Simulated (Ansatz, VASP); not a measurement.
# Cross-check of SbW between VASP and Ansatz

One calculation is typed for both programs; each brings its own data sets and cutoff. How far apart do they land? The cell is invented: As first built, before any earlier steps moved the atoms (in the runner's words): it takes the AlRu structure with all of its atoms replaced by other elements, volume scaled by an estimate. It may not be a known or stable phase. The cell is taken from a series of VASP runs on this material, whose earlier steps may have relaxed, scaled or displaced it; both programs get it as it stands.

Main program and level: Ansatz 0.2.0; plane waves, with VASP 6.6.1 beside it; band structure at PBE, band structure at r2SCAN and band structure at r2SCAN, spin-orbit coupling.

## (1) The starting structure

The structure is cubic, space group Pm-3m (No. 221). Conventional cell: a = 3.323 Å, b = 3.323 Å, c = 3.323 Å, α = 90.00°, β = 90.00°, γ = 90.00°. Nearest to W lie 8 Sb at 2.88 Å. Sb has 8 W at 2.88 Å nearest. As first built, before any earlier steps moved the atoms (in the runner's words): sites of the AlRu structure (space group 221) filled with other elements, volume scaled by an estimate. Farther neighbours are not listed.

## (2) Ansatz: band structure, PBE

Ansatz runs on its default PAW (the set named soft_2) files.

A single point gives forces, pressure and levels at one fixed geometry, so differences don't come from the geometry; what else differs is listed under the comparison.

input.yaml

```yaml
crystal:
  lattice:
    - [3.3225044081, 0.0, 0.0]
    - [0.0, 3.3225044081, 0.0]
    - [0.0, 0.0, 3.3225044081]
  atoms:
    - { symbol: W, position: [0.5, 0.5, 0.5] }
    - { symbol: Sb, position: [0.0, 0.0, 0.0] }
hamiltonian:
  xc: pbe
  pseudopotentials: { kind: paw }
kpoints:
  mp_grid: { grid: [4, 4, 4] }
  band_path:
    path:
      - [0.0, 0.0, 0.0]
      - [0.0, 0.1, 0.0]
      - [0.0, 0.2, 0.0]
      - [0.0, 0.3, 0.0]
      - [0.0, 0.43333, 0.0]
      - [0.0, 0.5, 0.0]
      - [0.1, 0.5, 0.0]
      - [0.2, 0.5, 0.0]
      - [0.33333, 0.5, 0.0]
      - [0.43333, 0.5, 0.0]
      - [0.5, 0.5, 0.0]
      - [0.36667, 0.36667, 0.0]
      - [0.26667, 0.26667, 0.0]
      - [0.16667, 0.16667, 0.0]
      - [0.06667, 0.06667, 0.0]
      - [0.03333, 0.03333, 0.03333]
      - [0.13333, 0.13333, 0.13333]
      - [0.23333, 0.23333, 0.23333]
      - [0.33333, 0.33333, 0.33333]
      - [0.46667, 0.46667, 0.46667]
      - [0.46667, 0.5, 0.46667]
      - [0.36667, 0.5, 0.36667]
      - [0.23333, 0.5, 0.23333]
      - [0.13333, 0.5, 0.13333]
      - [0.03333, 0.5, 0.03333]
      - [0.5, 0.5, 0.03333]
      - [0.5, 0.5, 0.16667]
      - [0.5, 0.5, 0.26667]
      - [0.5, 0.5, 0.36667]
      - [0.5, 0.5, 0.5]
    npoints: 1
scf:
  occupations: { method: gaussian, width: 0.02 }
  n_extra_bands: 7
output:
  forces: true
  stress: true
  eigenvalues: true
  write_density: true
  write_potential: true
  elf: true
  volumetric_format: npy
```

Run with:

```sh
$ ansatz run input.yaml --threads 2 --pin off --max-ram 4608MiB --backend cpu --events-out ev --progress --plain --runs-dir out
```

Numbers of over 12 decimals in the logs are rounded to 6 here.

Log:

```text
scf.n_extra_bands = 7 over 15 filled bands (N_el = 29.0): the run solves 22 bands
Engine: ansatz 0.2.0, aarch64-unknown-linux-gnu
Pseudopotentials: kind: paw
Pseudopotential: W, paw, valence charge 14, recommended cutoff 420 eV (normal), W.paw.azcp
Pseudopotential: Sb, paw, valence charge 15, recommended cutoff 420 eV (normal), Sb.paw.azcp
Functional definition: PBE
  parameter kappa = 0.804
  parameter beta = 0.066725
  exchange = pbe_x(kappa = kappa, mu = beta*pi^2/3)
  correlation = pbe_c(beta = beta)
Crystal: 2 atoms, lattice volume = 36.677 Å³
Basis set: ecut = 420 eV, 739 PW (Γ), exchange–correlation on 48×48×48 points (8 copies of the dense FFT grid, shifted against one another)
Bands: 22, of which v1, the nominal top of the filled ones, is band 15 counted from 1 (14 counted from 0)
Symmetry: 48 space group operations
Space group: Pm-3m (ITA 221), of the structure as read, at distance tolerance 3.3e-5 Å
k-points: 10 of 64
Non-local potential: W, projectors of the file, l = 0: 3, l = 1: 2, l = 2: 2, l = 3: 1
Non-local potential: Sb, projectors of the file, l = 0: 2, l = 1: 2, l = 2: 2, l = 3: 2
PAW form: soft (Blöchl's): semilocal exchange-correlation on the pseudo side does not see the compensation charge
PAW one-centre angular grid: W, 590 points (default); XC on 64 Gauss nodes
PAW one-centre angular grid: Sb, 590 points (default); XC on 64 Gauss nodes
Initial density: superposition of atomic densities (neutral atoms: chi_scale 0, normalization atom), corrected by the library's trained network
Initial wavefunctions: pseudopotential atomic-orbital guess
Functional: x = pbe(κ = 0.804, μ = 0.219515), c = pbe(β = 0.066725)
SCF iter   1: F=—  HF=-16868.030963 eV  |F-HF|=—  |Δ(HF+E_count)|=         —  Δρ=7.68e-3  dr2=1.51e-2  ethr=1.77e-3  ⟨swp⟩=6.5  Hψ=1168  notcnv=0
preconditioner: auto → none  [metal: Δε(μ)=0.010 eV  Ē_g=10.434 eV  σ=0.020 eV  W_gap=0.29  n_scr=6 (ndim 8)  ℏωp=20.3 eV  f_vac=0.000  D(μ)=19.77/eV (n_scr^D=618)  sad-step TF]
SCF iter   2: F=—  HF=-16868.030684 eV  |F-HF|=—  |Δ(HF+E_count)|=   2.80e-4  Δρ=4.81e-3  dr2=8.10e-3  ethr=5.22e-5  ⟨swp⟩=1.8  Hψ=320  notcnv=0  defer=10
SCF iter   3: F=—  HF=-16868.029383 eV  |F-HF|=—  |Δ(HF+E_count)|=   1.30e-3  Δρ=5.76e-4  dr2=6.42e-5  ethr=2.79e-5  ⟨swp⟩=2.1  Hψ=276  notcnv=0  defer=11
SCF iter   4: F=—  HF=-16868.029391 eV  |F-HF|=—  |Δ(HF+E_count)|=   8.39e-6  Δρ=8.46e-5  dr2=2.43e-6  ethr=2.22e-7  ⟨swp⟩=2.4  Hψ=281  notcnv=0  defer=11
iter 5 did not close the SCF: its close was put off for the readings that it lacked (scf_convergence_deferred on its scf_iter line)
SCF iter   5: F=-16868.029390 eV  HF=-16868.029390 eV  |F-HF|=9.75e-9  |Δ(HF+E_count)|=   1.29e-6  Δρ=2.32e-5  dr2=9.95e-8  ethr=8.38e-9  ⟨swp⟩=2.0  Hψ=312  notcnv=0  defer=11
SCF iter   6: F=-16868.029390 eV  HF=-16868.029390 eV  |F-HF|=7.20e-10  |Δ(HF+E_count)|=   4.27e-8  Δρ=2.31e-6  dr2=6.06e-10  ethr=3.43e-10  ⟨swp⟩=9.7  Hψ=1279  notcnv=0
SCF 1 converged in 6 iterations: F = -16868.029390 eV  dr2 = 6.06e-10
  greatest PAW one-centre occupation: 0.999 electrons in one spin orbital (limit 2), on the W atom at site 0 (counted from 0), in its partial waves of l = 0
NSCF: frozen V_eff on 30 k-points
SCF converged after 6 iterations
Free energy (F): -16868.029390 eV
Harris-Foulkes:  -16868.029390 eV  (|F-HF|=7.20e-10)
Internal energy: -16868.025438 eV  (E = F + TS)
E sigma→0 (E₀):  -16868.027414 eV
Entropy (-TS):   -0.003952 eV (-1.976 meV/atom)
Fermi energy:    19.003507 eV
--- Per-component energies (eV) ---
  E_band       = -169.958562
  E_kinetic    = 660.601330
  E_local      = -1824.058851  (includes V_loc(G=0)·N_el)
  E_nonlocal   = 367.444204
  E_hartree    = 794.039053
  E_xc         = -406.044026
  E_vxc        = -336.242027  (∫ρ·V_xc dr)
  E_paw        = -13141.667155  (= ΣΔE_a)
  E_vpaw       = -625.780789  (= ΣTr[D̂ρ^β])
  E_aug_tail   = -0.000061  (compensation charges beyond the density's cutoff)
  E_ewald      = -3318.339932
  E_smearing   = -0.003952  (= −TS)
  E_closure    = 0.000000  (closes the sum)
  Σ components = -16868.029390   (vs F -16868.029390, Δ=0.00e0)
--- Forces (eV/Å), atoms counted from 1 ---
  atom   1  W      0.00000000     0.00000000     0.00000000
  atom   2  Sb    -0.00000000    -0.00000000    -0.00000000
  max |Σ_I F_I| component: 3.94e-29 eV/Å
--- Stress (GPa, compression-positive) ---
        0.574000      -0.000000       0.000000
        0.000000       0.574000       0.000000
        0.000000       0.000000       0.574000
  P = ⅓ Tr σ = 0.5740 GPa (5.740 kbar)
--- Band table (eV; the first three rows and the last of 10) ---
  k-point 0: bands = [... 11 lower, 15.8246, 19.5116, 19.5116, 19.5116, 19.8170, 19.8170, 19.8170, 23.6566, ... 3 higher]
  k-point 1: bands = [... 11 lower, 16.1032, 17.3867, 17.3867, 19.1526, 19.8535, 22.8097, 22.8097, 25.8576, ... 3 higher]
  k-point 2: bands = [... 11 lower, 16.4290, 16.5381, 16.5381, 19.8909, 21.2155, 24.6640, 26.0848, 26.2081, ... 3 higher]
  k-point 9: bands = [... 11 lower, 12.8209, 12.8209, 21.0798, 21.0798, 21.0798, 21.5214, 21.5214, 23.6949, ... 3 higher]
```

It took 1.5 s on 2 threads of Arm Neoverse N1, shared host; peak memory 0.28 GiB; 2.4 s of CPU time.

The column dr2 measures how far the density is from self-consistency, as an energy; F and HF (Harris–Foulkes) agree once it is small.

## (3) VASP: band structure, PBE

The same cell, functional, mesh and smearing now go to VASP, with its own data sets and cutoff.

Lines of VASP's logs that name or quote its potential files are left out, and so is its time.

INCAR

```
SYSTEM = SbW
PREC = Accurate
ENCUT = 400
EDIFF = 1E-06
NELM = 100
ISMEAR = 0
SIGMA = 0.02
LREAL = .FALSE.
ALGO = Normal
GGA = PE
LORBIT = 11
LWAVE = .FALSE.
LCHARG = .FALSE.
KPAR = 4
```

POSCAR

```
SbW
1.0
    3.3225044081      0.0000000000      0.0000000000
    0.0000000000      3.3225044081      0.0000000000
    0.0000000000      0.0000000000      3.3225044081
W Sb
1 1
Direct
    0.5000000000      0.5000000000      0.5000000000
    0.0000000000      0.0000000000      0.0000000000
```

KPOINTS

```
Automatic mesh
0
Gamma
4 4 4
0 0 0
```

KPOINTS_OPT

```
Line mode
16
Line-mode
Reciprocal
  0.00000000   0.00000000   0.00000000 GAMMA
  0.00000000   0.50000000   0.00000000 X

  0.00000000   0.50000000   0.00000000 X
  0.50000000   0.50000000   0.00000000 M

  0.50000000   0.50000000   0.00000000 M
  0.00000000   0.00000000   0.00000000 GAMMA

  0.00000000   0.00000000   0.00000000 GAMMA
  0.50000000   0.50000000   0.50000000 R

  0.50000000   0.50000000   0.50000000 R
  0.00000000   0.50000000   0.00000000 X

  0.50000000   0.50000000   0.00000000 M
  0.50000000   0.50000000   0.50000000 R
```

PAW data sets: W and Sb (PBE family, release 64).

Run with:

```sh
$ mpirun -np 4 vasp_std
```

Log:

```text
[banner, memory and clock lines left out]
running    4 mpi-ranks, on    1 nodes
 distrk:  each k-point on    1 cores,    4 groups
 distr:  one band on    1 cores,    1 groups

 POSCAR found type information on POSCAR W Sb
 POSCAR found :  2 types and       2 ions
 LDA part: xc-table for (Slater+PW92), standard interpolation
 POSCAR, INCAR and KPOINTS ok, starting setup
 FFT: planning ... GRIDC
 FFT: planning ... GRID_SOFT
 FFT: planning ... GRID
 WAVECAR not read
 entering main loop
       N       E                     dE             d eps       ncg     rms          rms(c)
DAV:   1     0.251024518623E+02    0.25102E+02   -0.34461E+03   180   0.743E+02
DAV:   2    -0.141480407098E+02   -0.39250E+02   -0.37792E+02   239   0.162E+02
DAV:   3    -0.164625211057E+02   -0.23145E+01   -0.22093E+01   227   0.344E+01
DAV:   4    -0.165168078164E+02   -0.54287E-01   -0.53454E-01   269   0.491E+00
DAV:   5    -0.165174376801E+02   -0.62986E-03   -0.62926E-03   242   0.456E-01    0.167E+01
DAV:   6    -0.159622055097E+02    0.55523E+00   -0.25530E+00   249   0.986E+00    0.665E+00
DAV:   7    -0.158929691110E+02    0.69236E-01   -0.12721E-01   222   0.222E+00    0.379E+00
DAV:   8    -0.158736415952E+02    0.19328E-01   -0.40941E-02   209   0.146E+00    0.285E-01
DAV:   9    -0.158732924529E+02    0.34914E-03   -0.22964E-03   239   0.308E-01    0.108E-01
DAV:  10    -0.158732742524E+02    0.18200E-04   -0.86945E-05   191   0.881E-02    0.146E-02
DAV:  11    -0.158732715063E+02    0.27461E-05   -0.11122E-05   240   0.204E-02    0.904E-03
DAV:  12    -0.158732714339E+02    0.72369E-07   -0.66846E-07   112   0.645E-03
   1 F= -.15873271E+02 E0= -.15871273E+02  d E =-.399604E-02
 Start KPOINTS_OPT (optional k-point list driver)
k-point batch [1-10\96]
       N       E                     dE             ncg
DAV:   1     0.107595516531E+04    0.55543E+03      180
DAV:   2     0.663748610156E+03   -0.41221E+03      230
DAV:   3     0.642918526135E+03   -0.20830E+02      227
DAV:   4     0.642242410760E+03   -0.67612E+00      202
DAV:   5     0.642222271322E+03   -0.20139E-01      219
DAV:   6     0.642221814576E+03   -0.45675E-03      223
DAV:   7     0.642221799984E+03   -0.14593E-04      216
DAV:   8     0.642221799475E+03   -0.50844E-06      141
[...]
k-point batch [91-96\96]
       N       E                     dE             ncg
DAV:   1     0.222913341700E+04   -0.21640E+04      108
DAV:   2     0.203354946598E+04   -0.19558E+03      123
DAV:   3     0.202338476819E+04   -0.10165E+02      136
DAV:   4     0.202297857795E+04   -0.40619E+00      170
DAV:   5     0.202297761380E+04   -0.96414E-03      150
DAV:   6     0.202297760066E+04   -0.13144E-04      173
DAV:   7     0.202297760060E+04   -0.55479E-07      124
```

From OUTCAR (step 3):

```text
ion  position               nearest neighbor table
   1  0.500  0.500  0.500-   2 2.88   2 2.88   2 2.88   2 2.88   2 2.88   2 2.88   2 2.88   2 2.88

  LATTYP: Found a simple cubic cell.
 ALAT       =     3.3225044081

 Subroutine GETGRP returns: Found 48 space group operations
 (whereof 48 operations were pure point group operations)

The static configuration has the point symmetry O_h .

 Found     10 irreducible k-points:

   k-points           NKPTS =     10   k-points in BZ     NKDIM =     10   number of bands    NBANDS=      9

   dimension x,y,z NGX =    24 NGY =   24 NGZ =   24
   dimension x,y,z NGXF=    48 NGYF=   48 NGZF=   48

   ENCUT  =  400.0 eV  29.40 Ry    5.42 a.u.   5.42  5.42  5.42*2*pi/ulx,y,z

   NELECT =      11.0000    total number of electrons

 k-points in reciprocal lattice and weights: Automatic mesh
   0.00000000  0.00000000  0.00000000       0.016
   0.25000000  0.00000000  0.00000000       0.094
   0.50000000  0.00000000  0.00000000       0.047
   0.25000000  0.25000000  0.00000000       0.188
   0.50000000  0.25000000  0.00000000       0.188
   0.50000000  0.50000000  0.00000000       0.047
   0.25000000  0.25000000  0.25000000       0.125
   0.50000000  0.25000000  0.25000000       0.188
   0.50000000  0.50000000  0.25000000       0.094
   0.50000000  0.50000000  0.50000000       0.016

 average (electrostatic) potential at core
       1 -35.5552       2 -82.7413

 E-fermi :  10.2633

 k-point     1 :       0.0000    0.0000    0.0000
  band No.  band energies     occupation
      1      -3.3439      2.00000
      2       7.0947      2.00000
      3       7.0947      2.00000
      4      10.8188      0.00000
      5      10.8188      0.00000
      6      10.8188      0.00000
      7      11.0695      0.00000
      8      11.0695      0.00000
    ...

 k-point     2 :       0.2500    0.0000    0.0000
  band No.  band energies     occupation
      1      -2.4079      2.00000
      2       5.0699      2.00000
      3       7.3737      2.00000
      4       8.6640      2.00000
      5       8.6640      2.00000
      6      10.4341      0.00000
      7      11.1046      0.00000
      8      14.0940      0.00000
      9      14.0940      0.00000

 k-point     3 :       0.5000    0.0000    0.0000
  band No.  band energies     occupation
      1      -0.5979      2.00000
      2       1.9809      2.00000
      3       7.6984      2.00000
      4       7.8151      2.00000
      5       7.8151      2.00000
      6      11.1402      0.00000
      7      12.4644      0.00000
      8      15.9251      0.00000
      9      17.3884      0.00000

  Total       -0.0906885     -0.0906885     -0.0906885     -0.0000000     -0.0000000      0.0000000
  in kB       -3.9615591     -3.9615591     -3.9615591     -0.0000000     -0.0000000      0.0000000
  external PRESSURE =      -3.9615591 kB  Pullay stress =       0.0000000 kB

  energy-cutoff  :      400.00
  volume of cell :       36.68
      direct lattice vectors                 reciprocal lattice vectors
     3.322504408  0.000000000  0.000000000     0.300977780  0.000000000  0.000000000
     0.000000000  3.322504408  0.000000000     0.000000000  0.300977780  0.000000000
     0.000000000  0.000000000  3.322504408     0.000000000  0.000000000  0.300977780

 POSITION                                       TOTAL-FORCE (eV/Angst)
 -----------------------------------------------------------------------------------
      1.66125      1.66125      1.66125         0.000000      0.000000      0.000000
      0.00000      0.00000      0.00000         0.000000      0.000000      0.000000
 -----------------------------------------------------------------------------------
    total drift:                                0.000000     -0.000000     -0.000000

  FREE ENERGIE OF THE ION-ELECTRON SYSTEM (eV)
  ---------------------------------------------------
  free  energy   TOTEN  =       -15.8732714339 eV

  energy  without entropy=      -15.8692753959  energy(sigma->0) =      -15.87127341

 total charge
# of ion       s       p       d       tot
------------------------------------------
    1        0.508   0.449   4.195   5.152
    2        1.098   1.292   0.111   2.501
--------------------------------------------------
tot          1.606   1.742   4.307   7.654

[... 3 further parts left out ...]
```

This run has no spin polarisation. Its electron count is odd, so without a moment it is a metal by construction. The data set W keeps the semicore shell frozen, which is cheaper and a little less accurate.

## (4) Side by side

Known differences besides the potentials themselves: the data sets hold 29 valence electrons in Ansatz (default PAW (the set named soft_2) files) and 11 in VASP; the cutoff is 420 eV in Ansatz and 400 eV in VASP; VASP leaves aspherical gradient terms in its spheres out (LASPH is not set), Ansatz keeps them. Total energies have different zeros and are not compared.

Compared:

```tsv
quantity	Ansatz	VASP	difference
pressure (GPa)	0.57	-0.40	+0.97
pressure without Ansatz's Pulay correction (GPa)	0.51	-0.40	+0.91
```

Levels from 3 eV below to 2 eV above the Fermi level differ by 18 meV r.m.s. and 48 meV at most; each VASP level is matched to the nearest of Ansatz, which flatters the figure a little. Ansatz's pressure holds a Pulay correction of 0.07 GPa; VASP's holds none.

## (5) VASP: band structure, r2SCAN

With cell and atoms fixed, the geometry can't cause a difference; cores, projectors, grids and the points listed under the comparison can.

Edit INCAR of step 3 so:

```diff
@@ -9,3 +9,4 @@
 ALGO = Normal
-GGA = PE
+METAGGA = R2SCAN
+LASPH = .TRUE.
 LORBIT = 11
```

POSCAR is that of step 3.

KPOINTS is that of step 3.

KPOINTS_OPT is that of step 3.

Run with:

```sh
$ mpirun -np 4 vasp_std
```

Log:

```text
[banner, memory and clock lines left out]
running    4 mpi-ranks, on    1 nodes
[...]
|                                                                             |
|               ----> ADVICE to this user running VASP <----                  |
|                                                                             |
|     You enforced a specific xc type in the INCAR file but a different       |
|     [... a line on the potential file left out ...]
|     I HOPE YOU KNOW WHAT YOU ARE DOING!                                     |
|                                                                             |

 LDA part: xc-table for (None), standard interpolation
 POSCAR, INCAR and KPOINTS ok, starting setup
[...]
entering main loop
       N       E                     dE             d eps       ncg     rms          rms(c)
DAV:   1    -0.320001916730E+02   -0.32000E+02   -0.36305E+03   180   0.781E+02
DAV:   2    -0.735454074518E+02   -0.41545E+02   -0.40062E+02   239   0.171E+02
[...]
DAV:  12    -0.757392314953E+02    0.14555E-05   -0.12654E-07    96   0.334E-03    0.531E-04
DAV:  13    -0.757392309406E+02    0.55472E-06   -0.32090E-08    99   0.154E-03
   1 F= -.75739231E+02 E0= -.75737278E+02  d E =-.390495E-02
 Start KPOINTS_OPT (optional k-point list driver)
k-point batch [1-10\96]
       N       E                     dE             ncg
DAV:   1     0.107215459690E+04    0.55163E+03      180
DAV:   2     0.634736236968E+03   -0.43742E+03      232
DAV:   3     0.612569430359E+03   -0.22167E+02      227
DAV:   4     0.611878519496E+03   -0.69091E+00      201
DAV:   5     0.611861146670E+03   -0.17373E-01      216
DAV:   6     0.611860783581E+03   -0.36309E-03      223
DAV:   7     0.611860774010E+03   -0.95717E-05      216
DAV:   8     0.611860773737E+03   -0.27315E-06      129
[...]
k-point batch [91-96\96]
       N       E                     dE             ncg
DAV:   1     0.222257595900E+04   -0.21706E+04      108
DAV:   2     0.201545150697E+04   -0.20712E+03      123
DAV:   3     0.200484698236E+04   -0.10605E+02      136
DAV:   4     0.200445557618E+04   -0.39141E+00      170
DAV:   5     0.200445471421E+04   -0.86197E-03      149
DAV:   6     0.200445470537E+04   -0.88386E-05      165
DAV:   7     0.200445470533E+04   -0.46718E-07      141
```

From OUTCAR (step 5):

```text
  Total       -0.9788817     -0.9788817     -0.9788817     -0.0000000     -0.0000000      0.0000000
  in kB      -42.7606297    -42.7606297    -42.7606297     -0.0000000     -0.0000000      0.0000000
  external PRESSURE =     -42.7606297 kB  Pullay stress =       0.0000000 kB

  FREE ENERGIE OF THE ION-ELECTRON SYSTEM (eV)
  ---------------------------------------------------
  free  energy   TOTEN  =       -75.7392309406 eV

  energy  without entropy=      -75.7353259859  energy(sigma->0) =      -75.73727846

[... 3 parts as in an earlier step ...]

[... 1 further part left out ...]
[key lines of the parts left out:]
E-fermi :  10.1911
```

At this level the cell is under a tension of 4.3 GPa, so at these settings it is away from equilibrium.

(Part 1 of 2 ends here.)

[Lines on the potential files, build, host, timing and source positions are cut from VASP's logs without a mark.]

[Logs are printed without paths, hosts, clocks, repeated set-up lines and the standing remarks that a program may print on its own settings, such as how far it seeks lower states.]

[Hosts, paths, dates, database ids (printed as entryN), source tags and the programs' standing remarks are cut or masked in the printed files.]
